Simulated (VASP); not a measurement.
Set up this calculation in VASP 6.6.1, as an ASE script.

```yaml
Task: single point
Functional: PBE
Potentials_or_basis: VASP PAW PBE potentials, release 64 (Sc_sv, Si)
Cutoff: 520 eV
k_mesh: 8 × 8 × 7
Occupations: gaussian, width 0.1 eV
Spin: no spin polarisation
Further_INCAR_settings: ALGO = Normal; EDIFF = 1.00e-06; NBANDS = 16
```

The structure of ScSi2 lies in ScSi2.xyz:

```xyz
3
Lattice="3.6600000000 0.0000000000 0.0000000000 -1.8300000000 3.1696529779 0.0000000000 0.0000000000 0.0000000000 3.8700000000" Properties=species:S:1:pos:R:3 pbc="T T T"
Sc     0.0000000000      0.0000000000      0.0000000000
Si     1.8300000002      1.0565509925      1.9350000000
Si    -0.0000000002      2.1131019854      1.9350000000
```

These files were run (other wordings do the same):

run.py

```python
from ase.calculators.vasp import Vasp
from ase.dft.bandgap import bandgap
from ase.io import read

atoms = read('ScSi2.xyz')
calc = Vasp(
    directory='calc',
    xc='pbe',
    pp='PBE',
    setups='materialsproject',
    prec='Accurate',
    encut=520,
    ediff=1e-06,
    ismear=0,
    sigma=0.1,
    lreal=False,
    lasph=True,
    nelm=100,
    algo='Normal',
    isif=2,
    lwave=False,
    lcharg=False,
    kpts=[8, 8, 7],
    gamma=True,
    nbands=16,
)
atoms.calc = calc

print('energy (eV):', atoms.get_potential_energy())
print('free energy (eV):', atoms.get_potential_energy(force_consistent=True))
print('forces (eV/A):')
print(atoms.get_forces())
print('stress (eV/A^3, Voigt):', atoms.get_stress())
print('Fermi level (eV):', calc.get_fermi_level())
gap, top, bottom = bandgap(calc)
print('band gap (eV):', gap, 'from (spin, k, band)', top, 'to', bottom)
```

Potentials or basis: VASP PAW PBE potentials, release 64 (Sc_sv, Si).

Run with:

```console
$ python run.py
```

Results of the run:

```
Pressure               : 25.2 GPa
Band gap on the k mesh : none (metal or under the smearing width)
```

Caveat: so large a pressure means that the cell lies far from this level's equilibrium, or that cutoff or potentials fall short.

It took 24 s on 1 thread of Intel(R) Xeon(R) Platinum 8488C (Sapphire Rapids), on a shared host, peak memory 0.17 GiB.
